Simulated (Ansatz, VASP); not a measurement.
# Ge: VASP beside Ansatz, part 2 of 3

Aim: how closely do two programs agree when they are given the same cell, functional and k mesh? Of the first pair: The structure shown is frame 250 of Ansatz's trajectory.

VASP 6.6.1 and Ansatz 0.2.0.

So far: Starting point; Ansatz: dynamics, PBE.

### 3. VASP: single point, PBE, pair 1

Level of this step: PBE; plane waves and PAW (Ge_d) (VASP).

The same cell, functional, mesh and smearing now go to VASP, with its own data sets.

Lines of VASP's logs that name or quote its potential files are left out, and so is its time.

File INCAR:

```
SYSTEM = Ge
PREC = Accurate
ENCUT = 410
EDIFF = 1E-06
NELM = 120
ISMEAR = -1
SIGMA = 0.106
LREAL = Auto
ALGO = Normal
GGA = PE
NBANDS = 392
LORBIT = 11
LWAVE = .FALSE.
LCHARG = .FALSE.
ISIF = 2
LASPH = .TRUE.
GGA_COMPAT = .FALSE.
NCORE = 2
```

File POSCAR:

```
Ge
1.0
   10.1113000000      0.0000000000      0.0000000000
    0.0000000000     10.1113000000      0.0000000000
    0.0000000000      0.0000000000     10.1113000000
Ge
48
Direct
    0.3462462789      0.1025585236      0.9954506344
    0.0580538605      0.3813654031      0.1724407346
    0.8089266464      0.5204078605      0.5600565704
    0.1086012679      0.1402490283      0.4424159109
    0.3280982663      0.6879827520      0.2789354485
    0.2959560096      0.9571073947      0.2532809827
    0.3827895523      0.4380247842      0.5225836440
    0.2506997122      0.3507363049      0.9472570293
    0.9683027899      0.5697585869      0.7488057915
    0.0407860512      0.1345029818      0.0733436848
    0.6995341845      0.2931868306      0.5583752831
    0.9004677935      0.6726533680      0.3320047867
    0.2544578838      0.5460919961      0.7672406120
    0.1473895543      0.6199697368      0.0752623303
    0.5255802914      0.4247426147      0.7513969519
    0.5043664019      0.7627703658      0.7580429816
    0.1879876969      0.8391601476      0.6628920119
    0.8341855152      0.0609812784      0.9233135205
    0.9848288548      0.0997992345      0.6721094221
    0.0008208638      0.8601762385      0.4884634023
    0.3089909309      0.2071642618      0.7198480907
    0.6050557297      0.9483844807      0.3592614204
    0.2995856121      0.7807799195      0.9095566347
    0.7068428392      0.0590824127      0.6191389831
    0.1062573556      0.3489956781      0.5627664099
    0.8580499046      0.5077388664      0.0219556338
    0.7474607617      0.8141584168      0.5701344041
    0.0212930088      0.8719650292      0.9094280656
    0.4966918200      0.8121408721      0.1228625399
    0.3777160207      0.4839239267      0.1726286432
    0.8988458457      0.3215511359      0.3671535806
    0.2759783608      0.2736344486      0.3255367757
    0.1639650688      0.6312046918      0.4809173895
    0.6127500915      0.6587382434      0.3724545805
    0.7116493428      0.5874121033      0.8023894059
    0.5442821398      0.5964613848      0.9849277541
    0.7042022292      0.0261984117      0.1359963605
    0.0415574654      0.3281674958      0.8175308813
    0.8879965979      0.0458991425      0.3221247515
    0.3987518914      0.7951499807      0.5169266069
    0.5128321779      0.9839387616      0.8088673069
    0.5242550414      0.2569402550      0.2862737729
    0.0207490629      0.8457666175      0.1548168880
    0.4500311533      0.0515858495      0.5599181114
    0.7869017832      0.8189154708      0.9520239732
    0.7351873646      0.3052228695      0.8548158990
    0.6886948266      0.4606727127      0.2379812685
    0.5617477476      0.2438657739      0.0291950590
```

File KPOINTS:

```
Automatic mesh
0
Gamma
1 1 1
0 0 0
```

PAW data sets: Ge_d (PBE family, release 64).

Run with:

```console
$ mpirun -np 8 vasp_gam
```

Numbers of over 12 decimals in the logs are rounded to 6 here.

Output:

```text
[banner, memory and clock lines left out]
running    8 mpi-ranks, on    1 nodes
[...]
LDA part: xc-table for (Slater+PW92), standard interpolation
 POSCAR, INCAR and KPOINTS ok, starting setup
[...]
entering main loop
       N       E                     dE             d eps       ncg     rms          rms(c)
DAV:   1     0.126804059704E+05    0.12680E+05   -0.23521E+05   800   0.492E+03
DAV:   2     0.297677659433E+04   -0.97036E+04   -0.92986E+04   784   0.109E+03
DAV:   3     0.371687597649E+03   -0.26051E+04   -0.25089E+04   792   0.304E+02
DAV:   4    -0.143218405530E+03   -0.51491E+03   -0.47065E+03   896   0.127E+02
[...]
DAV:  17    -0.200086480689E+03   -0.43967E-05   -0.45269E-05   784   0.286E-02    0.231E-03
DAV:  18    -0.200086481662E+03   -0.97357E-06   -0.14079E-05   664   0.239E-02    0.169E-03
DAV:  19    -0.200086481455E+03    0.20694E-06   -0.13179E-06   456   0.109E-02
   1 F= -.20008648E+03 E0= -.19974747E+03  d E =-.678031E+00
```

OUTCAR, selected parts (step 3):

```text
  Total       -3.5534170     -2.0204614     -0.1783210      0.7660758      8.3106290     -5.2047698
  in kB       -5.5072624     -3.1314116     -0.2763708      1.1873024     12.8802261     -8.0666111
  external PRESSURE =      -2.9716816 kB  Pullay stress =       0.0000000 kB

 POSITION                                       TOTAL-FORCE (eV/Angst)
 -----------------------------------------------------------------------------------
      3.50100      1.03700     10.06530        -0.237364     -0.341723     -0.267762
      0.58700      3.85610      1.74360         0.020603      0.187246      0.057443
      8.17930      5.26200      5.66290        -0.171465      0.029874     -0.596395
      1.09810      1.41810      4.47340        -0.207409     -1.574151     -0.067691
      3.31750      6.95640      2.82040        -0.679746      0.905643      0.635802
      2.99250      9.67760      2.56100         0.014834      0.411332     -0.165929
      3.87050      4.42900      5.28400        -0.298690     -0.222560      0.224620
      2.53490      3.54640      9.57800         0.966140     -0.325358      0.298962
      9.79080      5.76100      7.57140         0.770418      0.435255      0.628659
      0.41240      1.36000      0.74160        -0.006291     -0.614407     -0.132705
      7.07320      2.96450      5.64590        -0.491152      0.621422     -0.651956
      9.10490      6.80140      3.35700         0.163245      0.010034     -0.311992
      2.57290      5.52170      7.75780         0.303348      0.838583     -0.312878
      1.49030      6.26870      0.76100        -0.233176      0.271822     -0.151797
[...]
-----------------------------------------------------------------------------------
    total drift:                               -0.012531      0.003231      0.023211

  FREE ENERGIE OF THE ION-ELECTRON SYSTEM (eV)
  ---------------------------------------------------
  free  energy   TOTEN  =      -200.0864814552 eV

  energy  without entropy=     -199.4084507054  energy(sigma->0) =     -199.74746608

[... 3 further parts left out ...]
[key lines of the parts left out:]
E-fermi :   5.6493
```

The gap is under twice the smearing width, so the edge states are partly filled and the run can't tell a small gap from a semimetal.

### 4. Differences

Known differences besides the potentials themselves: the cutoff is 300 eV in Ansatz and 410 eV in VASP (PREC = Accurate, projectors in real space); Ansatz's log warns that its cutoff lies below the recommended one. Total energies have different zeros and are not compared.

Forces on 9 of the 48 atoms, those with the largest forces and the largest differences (eV/Å; atoms numbered as in POSCAR):

```csv
atom,"Ansatz x, y, z","VASP x, y, z"
Ge4,"-0.193, -1.567, -0.066","-0.207, -1.574, -0.068"
Ge5,"-0.671, 0.889, 0.627","-0.680, 0.906, 0.636"
Ge16,"0.270, -2.020, -1.062","0.259, -2.027, -1.056"
Ge28,"1.044, 0.289, -1.420","1.045, 0.292, -1.428"
Ge30,"0.605, -1.337, -0.462","0.605, -1.344, -0.466"
Ge33,"-0.143, -0.058, -0.046","-0.130, -0.043, -0.057"
Ge36,"-0.249, -0.452, 1.378","-0.246, -0.445, 1.380"
Ge41,"0.113, 2.419, 1.013","0.120, 2.422, 1.004"
Ge46,"0.432, -0.302, 0.610","0.412, -0.303, 0.618"
```

The forces differ by 8.0 meV/Å r.m.s., which is 1.4 % of the r.m.s. force of 0.584 eV/Å (both taken over all components).

### 5. Ansatz: dynamics, PBE

One frame of this run of dynamics is then solved in both programs, so the motion causes no difference.

The structure compared here is frame 500 of Ansatz's trajectory.

File input.yaml:

```yaml
crystal:
  lattice:
    - [10.1113, 0.0, 0.0]
    - [0.0, 10.1113, 0.0]
    - [0.0, 0.0, 10.1113]
  atoms:
    - { symbol: Ge, position: [0.51182, 0.95046, 0.14416] }
    - { symbol: Ge, position: [0.87967, 0.35713, 0.38573] }
    - { symbol: Ge, position: [0.7299, 0.44227, 0.55557] }
    - { symbol: Ge, position: [0.09458, 0.80863, 0.50331] }
    - { symbol: Ge, position: [0.36061, 0.82026, 0.32812] }
    - { symbol: Ge, position: [0.45247, 0.13434, 0.39949] }
    - { symbol: Ge, position: [0.25929, 0.26628, 0.78136] }
    - { symbol: Ge, position: [0.27584, 0.47759, 0.9694] }
    - { symbol: Ge, position: [0.90063, 0.67719, 0.54132] }
    - { symbol: Ge, position: [0.2966, 0.17815, 0.99857] }
    - { symbol: Ge, position: [0.5171, 0.11557, 0.62711] }
    - { symbol: Ge, position: [0.80094, 0.70725, 0.97695] }
    - { symbol: Ge, position: [0.04574, 0.50168, 0.4744] }
    - { symbol: Ge, position: [0.06874, 0.57848, 0.81366] }
    - { symbol: Ge, position: [0.56039, 0.26694, 0.84759] }
    - { symbol: Ge, position: [0.49225, 0.50894, 0.73832] }
    - { symbol: Ge, position: [0.18774, 0.83209, 0.72036] }
    - { symbol: Ge, position: [0.78744, 0.23884, 0.78436] }
    - { symbol: Ge, position: [0.17021, 0.05211, 0.84063] }
    - { symbol: Ge, position: [0.86238, 0.88352, 0.4304] }
    - { symbol: Ge, position: [0.28946, 0.028, 0.63313] }
    - { symbol: Ge, position: [0.71038, 0.81794, 0.25848] }
    - { symbol: Ge, position: [0.29882, 0.63559, 0.79378] }
    - { symbol: Ge, position: [0.93618, 0.0908, 0.51943] }
    - { symbol: Ge, position: [0.93724, 0.41939, 0.66881] }
    - { symbol: Ge, position: [0.03551, 0.70286, 0.01307] }
    - { symbol: Ge, position: [0.79932, 0.88944, 0.66029] }
    - { symbol: Ge, position: [0.22268, 0.77937, 0.13738] }
    - { symbol: Ge, position: [0.85134, 0.02012, 0.85156] }
    - { symbol: Ge, position: [0.17058, 0.40687, 0.29617] }
    - { symbol: Ge, position: [0.66397, 0.2596, 0.41911] }
    - { symbol: Ge, position: [0.08889, 0.26522, 0.46847] }
    - { symbol: Ge, position: [0.14422, 0.6587, 0.32612] }
    - { symbol: Ge, position: [0.69988, 0.6436, 0.41922] }
    - { symbol: Ge, position: [0.83915, 0.61448, 0.76184] }
    - { symbol: Ge, position: [0.34014, 0.56609, 0.18005] }
    - { symbol: Ge, position: [0.95598, 0.23983, 0.194] }
    - { symbol: Ge, position: [0.02465, 0.23048, 0.78288] }
    - { symbol: Ge, position: [0.71118, 0.04152, 0.33814] }
    - { symbol: Ge, position: [0.43369, 0.65334, 0.48023] }
    - { symbol: Ge, position: [0.57808, 0.83775, 0.72901] }
    - { symbol: Ge, position: [0.39401, 0.44373, 0.37618] }
    - { symbol: Ge, position: [0.16543, 0.15694, 0.26885] }
    - { symbol: Ge, position: [0.32408, 0.30616, 0.55653] }
    - { symbol: Ge, position: [0.96786, 0.80881, 0.8067] }
    - { symbol: Ge, position: [0.66831, 0.52037, 0.8971] }
    - { symbol: Ge, position: [0.68202, 0.48023, 0.13064] }
    - { symbol: Ge, position: [0.48903, 0.21293, 0.13311] }
kpoints:
  mp_grid: { grid: [1, 1, 1] }
hamiltonian:
  xc: pbe
scf:
  occupations: { method: fermi_dirac, width: 0.106 }
output:
  forces: true
  stress: true
basis:
  ecutwfc: "300 eV"
md:
  timestep: 4.0
  n_steps: 750
  ensemble: nvt_nose_hoover
  temperature: 1845
  initial_velocities: maxwell_boltzmann
  seed: 6
  temperature_schedule:
    - { n_steps: 93, end_temperature: 1845 }
    - { n_steps: 93, end_temperature: 1230 }
```

Run with:

```console
$ ansatz run input.yaml --threads 4 --pin off --max-ram 15360MiB --backend cpu --events-out ev --progress --plain --runs-dir out
```

Output:

```text
[...]
Crystal: 48 atoms, lattice volume = 1033.763 Å³
Basis set: ecut = 300 eV, 12149 PW (Γ), exchange–correlation on 120×120×120 points (8 copies of the dense FFT grid, shifted against one another)
Bands: 405, of which v1, the nominal top of the filled ones, is band 336 counted from 1 (335 counted from 0)
Symmetry: 1 space group operations
k-points: 1
[...]
atom  48  Ge    -1.30975628    -0.84787619     0.56870656
  max |Σ_I F_I| component: 6.55e-6 eV/Å
--- Stress (GPa, compression-positive) ---
        0.635659      -0.304769      -0.067221
       -0.304769       1.216459       0.238920
       -0.067221       0.238920       0.457764
  P = ⅓ Tr σ = 0.7700 GPa (7.700 kbar)
--- MD trajectory: 750 steps, t = 0.0 → 3000.0 fs ---
[...]
conserved energy: peak-to-peak 5.736e-2 eV (1.195e-3 eV/atom) over 3000.0 fs
[key lines of the parts left out:]
SCF converged after 9 iterations
Free energy (F): -206134.751156 eV
Fermi energy:    9.394036 eV
```

### 6. VASP: single point, PBE, pair 2

The same cell, functional, mesh and smearing now go to VASP, with its own data sets.

INCAR is that of step 3.

File POSCAR:

```
Ge
1.0
   10.1113000000      0.0000000000      0.0000000000
    0.0000000000     10.1113000000      0.0000000000
    0.0000000000      0.0000000000     10.1113000000
Ge
48
Direct
    0.2949867969      0.0109481471      0.8088969766
    0.0540781106      0.2276759665      0.1810449695
    0.0380959916      0.3913443375      0.5795891725
    0.2548435908      0.2447558672      0.5549830388
    0.0604966720      0.9787663307      0.2954120637
    0.3227379269      0.9521228724      0.3257049044
    0.6092688378      0.3465133069      0.4782866694
    0.2901802933      0.2892803101      0.9746916816
    0.0653526253      0.6707347225      0.7598231681
    0.9685302582      0.9762938495      0.0691800263
    0.8456281586      0.2375658916      0.5340559572
    0.7425553589      0.6985649719      0.0825907648
    0.3267136768      0.7549078753      0.7637593583
    0.0793468693      0.5050685866      0.2049390286
    0.4802646544      0.2009434989      0.8072651390
    0.5260550078      0.7439992879      0.9055413251
    0.2367450278      0.9309584326      0.5723299675
    0.7402411164      0.2673345663      0.0465024280
    0.8333844313      0.1865833276      0.7865655257
    0.8859296035      0.7303017416      0.3000009890
    0.0871895800      0.2093202654      0.7499629128
    0.7425751387      0.8495841286      0.5675432437
    0.2959560096      0.9761751704      0.0700503397
    0.9949561382      0.9579183686      0.5580884753
    0.3817313303      0.4815404547      0.5342240859
    0.8161561817      0.4869898035      0.9704983533
    0.8320591813      0.5280824424      0.5750595868
    0.0338729936      0.9645643982      0.8256109501
    0.4625616884      0.7369675512      0.1597816305
    0.3364058034      0.5404942985      0.2897649165
    0.8533719700      0.4871282624      0.3455342043
    0.2739014766      0.2659005271      0.3310949136
    0.1105396932      0.6540504188      0.4957127175
    0.6171016585      0.4792855518      0.2551007289
    0.7972466448      0.7135383185      0.7839348056
    0.2784211724      0.5620938949      0.9581656167
    0.6363375629      0.8827054879      0.2923165172
    0.0306686578      0.4401610080      0.8507906995
    0.8132386538      0.2238881252      0.2667312808
    0.4672198431      0.7388861966      0.5250561253
    0.6710512001      0.0117591210      0.7901951282
    0.5105871649      0.1509004777      0.3203643448
    0.0994827569      0.7475992207      0.0853797237
    0.4944369171      0.0119766993      0.5872241947
    0.7110955070      0.9575722212      0.0264852195
    0.6222048599      0.5335219012      0.6928090354
    0.5260154481      0.4402005677      0.9674819262
    0.5246011888      0.1504356512      0.0549780938
```

KPOINTS is that of step 3.

Run with:

```console
$ mpirun -np 8 vasp_gam
```

Output:

```text
[... set-up lines as in an earlier step ...]
 entering main loop
       N       E                     dE             d eps       ncg     rms          rms(c)
DAV:   1     0.125017145128E+05    0.12502E+05   -0.23668E+05   800   0.492E+03
DAV:   2     0.291549744462E+04   -0.95862E+04   -0.91921E+04   784   0.112E+03
DAV:   3     0.356886275651E+03   -0.25586E+04   -0.24409E+04   792   0.307E+02
DAV:   4    -0.146266670602E+03   -0.50315E+03   -0.46213E+03   888   0.129E+02
[...]
DAV:  17    -0.201067494115E+03   -0.18260E-05   -0.18930E-05  1024   0.292E-02    0.177E-03
DAV:  18    -0.201067494909E+03   -0.79366E-06   -0.10140E-05   680   0.138E-02    0.143E-03
DAV:  19    -0.201067494698E+03    0.21061E-06   -0.39227E-07   440   0.890E-03
   1 F= -.20106749E+03 E0= -.20069325E+03  d E =-.748483E+00
```

Parts of OUTCAR (step 6):

```text
  Total       -2.4900171      1.5994730      6.3260539      2.1226402     -5.3566453     -0.7097461
  in kB       -3.8591523      2.4789428      9.8044330      3.2897733     -8.3019953     -1.0999999
  external PRESSURE =       2.8080745 kB  Pullay stress =       0.0000000 kB

 POSITION                                       TOTAL-FORCE (eV/Angst)
 -----------------------------------------------------------------------------------
      2.98270      0.11070      8.17900        -0.300923      0.046294      0.258296
      0.54680      2.30210      1.83060         0.403391      0.058769     -0.115427
      0.38520      3.95700      5.86040         0.358314      0.911173     -0.641841
      2.57680      2.47480      5.61160         0.312600     -0.146517      2.353207
      0.61170      9.89660      2.98700        -0.135353      0.025658      0.573494
      3.26330      9.62720      3.29330        -0.154400     -0.115590     -0.004795
      6.16050      3.50370      4.83610        -0.465911     -0.193771      0.452688
      2.93410      2.92500      9.85540        -0.816552     -0.078762      0.129027
      0.66080      6.78200      7.68280         0.258331      0.686333      0.317114
      9.79310      9.87160      0.69950        -0.451513      0.403641     -0.556257
      8.55040      2.40210      5.40000        -0.595750     -0.659387      0.037890
      7.50820      7.06340      0.83510         0.087136      0.235718      0.252414
      3.30350      7.63310      7.72260         0.038631     -1.268829     -0.698962
      0.80230      5.10690      2.07220         0.001817      0.300971     -0.208248
[...]
-----------------------------------------------------------------------------------
    total drift:                                0.006461      0.005307     -0.005169

  FREE ENERGIE OF THE ION-ELECTRON SYSTEM (eV)
  ---------------------------------------------------
  free  energy   TOTEN  =      -201.0674946985 eV

  energy  without entropy=     -200.3190113641  energy(sigma->0) =     -200.69325303

[... 2 parts as in an earlier step ...]

[... 1 further part left out ...]
[key lines of the parts left out:]
E-fermi :   5.5691
```

The run ends at a pressure of 0.28 GPa, with forces up to 2.8 eV/Å.

### 7. Differences

Forces on 9 of the 48 atoms, those with the largest forces and the largest differences (eV/Å; atoms numbered as in POSCAR):

```csv
atom,"Ansatz x, y, z","VASP x, y, z"
Ge3,"0.346, 0.931, -0.651","0.358, 0.911, -0.642"
Ge4,"0.326, -0.163, 2.351","0.313, -0.147, 2.353"
Ge13,"0.047, -1.276, -0.697","0.039, -1.269, -0.699"
Ge24,"-1.766, 0.163, -0.483","-1.774, 0.163, -0.480"
Ge31,"0.240, -0.447, -1.530","0.241, -0.433, -1.551"
Ge32,"0.346, 0.279, -2.738","0.345, 0.280, -2.740"
Ge34,"-0.609, 0.019, -0.369","-0.604, 0.008, -0.347"
Ge39,"0.547, -0.580, 1.472","0.565, -0.577, 1.486"
Ge46,"-1.476, -0.253, 0.890","-1.470, -0.251, 0.887"
```

The forces differ by 8.8 meV/Å r.m.s., which is 1.5 % of the r.m.s. force of 0.590 eV/Å (both taken over all components).

### 8. Ansatz: dynamics, PBE

One frame of this run of dynamics is then solved in both programs, so the motion causes no difference.

The structure compared here is frame 750 of Ansatz's trajectory.

input.yaml is that of step 5.

Run with:

```console
$ ansatz run input.yaml --threads 4 --pin off --max-ram 15360MiB --backend cpu --events-out ev --progress --plain --runs-dir out
```

Output:

```text
[...]
Crystal: 48 atoms, lattice volume = 1033.763 Å³
Basis set: ecut = 300 eV, 12149 PW (Γ), exchange–correlation on 120×120×120 points (8 copies of the dense FFT grid, shifted against one another)
Bands: 405, of which v1, the nominal top of the filled ones, is band 336 counted from 1 (335 counted from 0)
Symmetry: 1 space group operations
k-points: 1
[...]
atom  48  Ge    -1.30975628    -0.84787619     0.56870656
  max |Σ_I F_I| component: 6.55e-6 eV/Å
--- Stress (GPa, compression-positive) ---
        0.635659      -0.304769      -0.067221
       -0.304769       1.216459       0.238920
       -0.067221       0.238920       0.457764
  P = ⅓ Tr σ = 0.7700 GPa (7.700 kbar)
--- MD trajectory: 750 steps, t = 0.0 → 3000.0 fs ---
[...]
conserved energy: peak-to-peak 5.736e-2 eV (1.195e-3 eV/atom) over 3000.0 fs
[key lines of the parts left out:]
SCF converged after 9 iterations
Free energy (F): -206134.751156 eV
Fermi energy:    9.394036 eV
```

[end of part 2 of 3]

[Lines on the potential files, build, host, timing and source positions are cut from VASP's logs without a mark.]

[Logs are printed without paths, hosts, clocks, repeated set-up lines and the standing remarks that a program may print on its own settings, such as how far it seeks lower states.]

[Hosts, paths, dates, database ids (printed as entryN), source tags and the programs' standing remarks are cut or masked in the printed files.]
